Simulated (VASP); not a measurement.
Here is the system:

```xyz
2
Lattice="0.0000 3.2667 3.2667 3.2667 0.0000 3.2667 3.2667 3.2667 0.0000" Properties=species:S:1:pos:R:3 pbc="T T T"
Cd     0.0000     0.0000     0.0000
Te     1.6334     1.6334     1.6334
```

Level of theory: SCAN meta-GGA, VASP's PBE PAW potentials (set 64) (plane waves; VASP). Settings: 520 eV cut-off, 6×6×6 Γ-centred mesh, Gaussian smearing of 0.050 eV, potentials Cd Te.

Unless said otherwise, spin-orbit coupling is left out, though it shifts the bands of the heavy elements here.

Problem. Estimate the energy per atom (σ→0), band gap (on the k-mesh) with the smallest direct gap where there is one.

Solution. 
| Item | Value |
|---|---|
| band gap (on the k-mesh) | 0.97 eV |
| smallest direct gap (on the k-mesh) | 0.97 eV |
| energy per atom (σ→0) | -3310.5 kJ/mol-atom |

The compound is CdTe in the zinc blende structure. It was relaxed first. The start is the result of an earlier pass.
